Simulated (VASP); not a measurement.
Set up this calculation in VASP 6.6.1, as the native input.

```
Task                   : single point
Functional             : LDA
Potentials or basis    : VASP PAW LDA potentials, release 64 (Nb_sv)
Cutoff                 : 520 eV
k mesh                 : 20 × 20 × 20
Occupations            : gaussian, width 0.15 eV
Spin                   : no spin polarisation
Dipole correction      : no
Further INCAR settings : ALGO = Fast; EDIFF = 1e-06; NBANDS = 12
```

The structure of Nb lies in POSCAR:

```
Nb
1.0
   -1.6639500000      1.5391537500      1.6639500000
    1.6639500000     -1.5391537500      1.6639500000
    1.6639500000      1.5391537500     -1.6639500000
Nb
1
Direct
    0.0000000000      0.0000000000      0.0000000000
```

This isn't the form of Nb at room conditions, which is bcc.

The cell isn't the ideal one: strain -0.0750 x Voigt [0, 1, 0, 0, 0, 0], atoms carried along.

The input as run:

INCAR

```
SYSTEM = Nb
PREC = Accurate
ENCUT = 520
EDIFF = 1E-6
ISMEAR = 0
SIGMA = 0.15
LREAL = .False.
LASPH = .True.
NELM = 100
ALGO = Fast
ISIF = 2
LWAVE = .False.
LCHARG = .False.
NBANDS = 12
```

KPOINTS

```
regular mesh
0
Gamma
  20 20 20
  0 0 0
```

Potentials or basis: VASP PAW LDA potentials, release 64 (Nb_sv).

The run is started by

```console
$ cat potpaw_LDA.64/Nb_sv/POTCAR > POTCAR
$ mpirun -np 1 vasp_std > vasp.out
```

Results of the run:

- Pressure: 1.2 GPa
- Band gap on the k mesh: none (metal or under the smearing width)

Run time: 4.4 min on 1 thread of Intel(R) Xeon(R) Platinum 8488C (Sapphire Rapids), with other jobs on the host, peak memory 0.23 GiB.
